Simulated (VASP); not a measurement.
Write an ASE script for VASP 6.6.1 that does the following.

| Property | Result |
| --- | --- |
| Task | equation of state |
| Functional | PBE |
| Dispersion | D3(BJ) |
| Potentials or basis | VASP PAW PBE potentials, release 64 (Sr_sv, Br) |
| Cutoff | 520 eV |
| k mesh | 6 × 6 × 4 |
| Occupations | fermi-dirac, width 0.1 eV |
| Spin | no spin polarisation |
| Further INCAR settings | ALGO = Fast; EDIFF = 1.00e-07 |

The structure of Sr2Br3 lies in Sr2Br3.xyz:

```xyz
5
Lattice="5.2518111900 0.0000000000 0.0000000000 -2.6259055900 4.5482019000 0.0000000000 0.0000000000 0.0000000000 6.5317331200" Properties=species:S:1:pos:R:3 pbc="T T T"
Sr     2.6259056229      1.5160672848      2.1010638991
Sr    -0.0000000229      3.0321346152      4.4306692209
Br     2.6259056229      1.5160672848      5.2681348604
Br    -0.0000000229      3.0321346152      1.2635982596
Br     0.0000000000      0.0000000000      0.0000000000
```

The cell was built by a generator and needn't be a form met in nature.

One way to write it, as run:

run.py

```python
from ase.calculators.vasp import Vasp
from ase.eos import EquationOfState
from ase.io import Trajectory
from ase.io import read
from ase.units import GPa

atoms = read('Sr2Br3.xyz')
calc = Vasp(
    directory='calc',
    xc='pbe',
    pp='PBE',
    setups='recommended',
    prec='Accurate',
    encut=520,
    ediff=1e-07,
    ismear=-1,
    sigma=0.1,
    lreal=False,
    lasph=True,
    nelm=100,
    algo='Fast',
    isif=2,
    lwave=False,
    lcharg=False,
    ivdw=12,
    kpts=[6, 6, 4],
    gamma=True,
)
atoms.calc = calc
cell = atoms.cell.copy()
volumes, energies = [], []
traj = Trajectory('eos.traj', 'w')
for x in [0.94, 0.96, 0.98, 1.0, 1.02, 1.04, 1.06]:
    atoms.set_cell(cell * x ** (1 / 3), scale_atoms=True)
    volumes.append(atoms.get_volume())
    energies.append(atoms.get_potential_energy())
    traj.write(atoms)
    print(f'{x:5.2f} {volumes[-1]:12.5f} {energies[-1]:14.6f}')

v0, e0, B = EquationOfState(volumes, energies, eos='vinet').fit()
print(f'V0 = {v0:.4f} A^3, E0 = {e0:.6f} eV, B = {B / GPa:.2f} GPa')
```

Potentials or basis: VASP PAW PBE potentials, release 64 (Sr_sv, Br).

The run is started by

```bash
$ python run.py
```

It gave:

```
Equilibrium volume                        : 32.62 Å³/atom
Bulk modulus at fixed shape and positions : 26 GPa
Pressure derivative of the bulk modulus   : 5.1
```

Caveat: the cell was scaled at fixed shape and fractional positions, which overstates the stiffness of a crystal with free parameters, most of all of layers and chains.

Wall time 21 min on 1 thread of Intel(R) Xeon(R) Platinum 8488C (Sapphire Rapids) (shared host), peak memory 0.32 GiB.
